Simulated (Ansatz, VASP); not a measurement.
Given: the input of a run of Ansatz 0.2.0 on HfGe.

input.yaml

```yaml
crystal:
  lattice:
    - [3.15527268, 0.0, 0.0]
    - [0.0, 3.15527268, 0.0]
    - [0.0, 0.0, 4.1084277]
  atoms:
    - { symbol: Hf, position: [0.5, 0.5, 0.0] }
    - { symbol: Ge, position: [0.0, 0.0, 0.0] }
hamiltonian:
  xc: pbe
  pseudopotentials: { kind: paw }
kpoints:
  mp_grid: { grid: [8, 8, 7] }
scf:
  occupations: { method: fermi_dirac, width: 0.05 }
output:
  forces: true
  stress: true
  eigenvalues: true
```

Potentials or basis: Ansatz PAW.

The run is started by

```bash
$ ansatz run input.yaml --threads 2 --pin off --max-ram 5632MiB --backend cpu --events-out ev --progress --plain --runs-dir out
```

Translate it to VASP 6.6.1. Potentials there: VASP PAW PBE potentials, release 64 (Hf_pv, Ge_d).

As run (the cutoff follows the program's own potentials):

The input INCAR:

```
SYSTEM = HfGe
ALGO = Normal
EDIFF = 1E-7
ENCUT = 520
GGA = PE
ISIF = 2
ISMEAR = -1
LASPH = .TRUE.
LCHARG = .FALSE.
LREAL = .FALSE.
LWAVE = .FALSE.
NELM = 100
PREC = Accurate
SIGMA = 0.05
```

File KPOINTS:

```
k-points
0
G
  8 8 7
  0 0 0
```

Contents of POSCAR:

```
HfGe
1.0
    3.1552726800      0.0000000000      0.0000000000
    0.0000000000      3.1552726800      0.0000000000
    0.0000000000      0.0000000000      4.1084277000
Hf Ge
1 1
Direct
    0.5000000000      0.5000000000      0.0000000000
    0.0000000000      0.0000000000      0.0000000000
```

Potentials or basis: VASP PAW PBE potentials, release 64 (Hf_pv, Ge_d).

The run is started by

```bash
$ cat potpaw_PBE.64/Hf_pv/POTCAR potpaw_PBE.64/Ge_d/POTCAR > POTCAR
$ mpirun -np 1 vasp_std > vasp.out
```

Both were run:

|  | VASP | Ansatz | Ansatz less VASP |
| --- | --- | --- | --- |
| gap on the k mesh at the Fermi level (eV) | none | none | - |
| pressure (GPa) | 76.0 | 75.7 | -0.32 |
| largest component of the traceless stress (GPa) | 78.15 | 77.99 | -0.160 |

A gap of «none» marks a metal or a gap that the smearing closes. The two sets of potentials don't hold the same shells in valence.

Caveats: the cell as given lies far from equilibrium. Spin-orbit coupling is left out, which matters for the levels of Hf.
